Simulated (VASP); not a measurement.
A convergence study with VASP on PbI2 (1T layered): one setting is varied, all else stays as given below, so the limit is that of these other settings.

```yaml
crystal:
  lattice:
    - [2.28000, -3.94908, 0.00000]
    - [2.28000, 3.94908, 0.00000]
    - [0.00000, 0.00000, 6.98000]
  atoms:
    - { symbol: Pb, position: [0.00000, 0.00000, 0.00000] }
    - { symbol: I, position: [0.33333, 0.66667, 0.26800] }
    - { symbol: I, position: [0.66667, 0.33333, 0.73200] }
```

Method: PBE GGA, VASP's PBE PAW potentials (set 64) (plane waves; VASP). The tightest run used: 550 eV cut-off, 14×14×9 Γ-centred mesh, Gaussian smearing of 0.050 eV, potentials Pb_d I.

| setting | E (eV/atom) | pressure (GPa) | irreducible k-points |
|---|---|---|---|
| 1×1×1 mesh | -0.6378 | 15.87 | 1 |
| 2×2×1 mesh | -2.7744 | 2.14 | 2 |
| 4×4×3 mesh | -2.8516 | 1.48 | 9 |

### Question
These are the cheaper rows. Estimate the results at 14×14×9 mesh, and how far the last row shown lies from them.

### Answer

| quantity | tightest run | last row shown is off by |
|---|---|---|
| E (eV/atom) | -2.8532 | 0.0016 |
| pressure (GPa) | 1.47 | 0.01 |

Left out are rungs that failed or repeat a setting and relaxations that didn't move; long series are thinned to 24 rows.

The compound is PbI2 in the 1T layered structure. The cell was not relaxed at this level.
